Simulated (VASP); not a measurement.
A convergence study with VASP on TaS2 (space group P-3m1): one setting is varied, all else stays as given below, so the limit is that of these other settings.

```
CELL_PARAMETERS angstrom
      3.39301     0.00000     0.00000
     -1.69650     2.93843     0.00000
      0.00000     0.00000     6.18648
ATOMIC_POSITIONS crystal
  Ta 0.00000 0.00000 0.00000
  S  0.66667 0.33333 0.75428
  S  0.33333 0.66667 0.24572
```

All values below come from PBEsol GGA, VASP's PBE PAW potentials (set 64) (plane waves; VASP). The tightest run used: 450 eV cut-off, 11×11×6 Γ-centred mesh, Gaussian smearing of 0.10 eV, potentials Ta_pv S.

| setting | highest Γ mode (cm⁻¹) | plane waves |
|---|---|---|
| ENCUT = 150 | 373.4 | 276 |
| ENCUT = 180 | 352.2 | 350 |
| ENCUT = 210 | 356.5 | 435 |

Task: These are the cheaper rows. Estimate the results at ENCUT = 450, and how far the last row shown lies from them.

Result: 
```tsv
quantity	tightest run	last row shown is off by
highest Γ mode (cm⁻¹)	358.6	-2.1
```

Left out are rungs that failed or repeat a setting and relaxations that didn't move; long series are thinned to 24 rows.

The structure comes from a computed database's TaS2 entry (space group no. 164); how it stands against other phases isn't given here. The cell was not relaxed at this level. The electron count is odd and the run is not spin-polarised, which forces a metal.
